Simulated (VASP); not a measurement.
A cell of NaF (rock salt) near equilibrium:

```
NaF
1.0
    0.00000     2.31500     2.31500
    2.31500     0.00000     2.31500
    2.31500     2.31500     0.00000
Na F
1 1
Direct
  0.00000   0.00000   0.00000
  0.50000   0.50000   0.50000
```

Level of theory: PBEsol GGA, VASP's PBE PAW potentials (set 64) (plane waves; VASP 6.6.1).

| run | ΔE (meV/atom) | σxx | σyy | σzz | largest shear component, with its sign (GPa) | gap (eV) |
|---|---|---|---|---|---|---|
| as it is | 0.0 | -0.12 | -0.12 | -0.12 | 0.00 | 6.18 |
| after one change | 21.9 | -4.51 | -4.51 | -4.51 | 0.00 | 5.61 |
Stress is in GPa, positive when the cell is compressed; gaps are those on the k-mesh, and 0.00 means metallic.

### Question
What was changed between the two runs?
(A) uniaxial strain of +4.0 % along x
(B) shear strain γ_xy = +1.0 %
(C) isotropic strain of +4.0 %
(D) uniaxial strain of -1.5 % along y

### Answer
C, isotropic strain of +4.0 %

The compound is NaF in the rock salt structure. The cell was not relaxed at this level.
